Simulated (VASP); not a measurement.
The system is Si3C.

```
Si C
1.0
     4.91480    0.00000    0.00000
    -2.45740    4.25634    0.00000
     0.00000    0.00000    2.43311
Si C
3 1
Direct
  0.50000 0.00000 0.50000
  0.00000 0.50000 0.50000
  0.50000 0.50000 0.50000
  0.00000 0.00000 0.50000
```

The cell was built by a generator and needn't be a form met in nature.

| Property | Result |
| --- | --- |
| Program | VASP 6.6.1 |
| Task | relaxation of cell and atoms |
| Functional | PBE |
| Potentials or basis | VASP PAW PBE potentials, release 64 (Si, C) |
| Cutoff | 600 eV |
| k mesh | 5 × 5 × 8 |
| Occupations | fermi-dirac, width 0.05 eV |
| Spin | no spin polarisation |

At the start: pressure -0.6 GPa; volume 12.72 Å³/atom.

Q: How do energy, volume and symmetry change on relaxing?

A: Over 5 steps the energy falls by 4.7 meV/atom and the volume is 12.64 Å³/atom (-0.7 %); space group P6/mmm (No. 191, to 0.05 Å).

The path:
```tsv
step	energy change (eV)	largest force (eV/Å)	pressure (GPa)	volume (Å³)
1	0.0000	0.0000	-0.56	50.90
2	-0.0186	0.0000	0.05	50.56
3	-0.0188	0.0000	-0.03	50.59
4	-0.0188	0.0000	-0.06	50.60
5	-0.0188	0.0000	0.00	50.57
```

Final structure:
```
Si C
1.0
     4.86760    0.00000    0.00000
    -2.43380    4.21546    0.00000
     0.00000    0.00000    2.46440
Si C
3 1
Direct
  0.50000 0.00000 0.50000
  0.00000 0.50000 0.50000
  0.50000 0.50000 0.50000
  0.00000 0.00000 0.50000
```
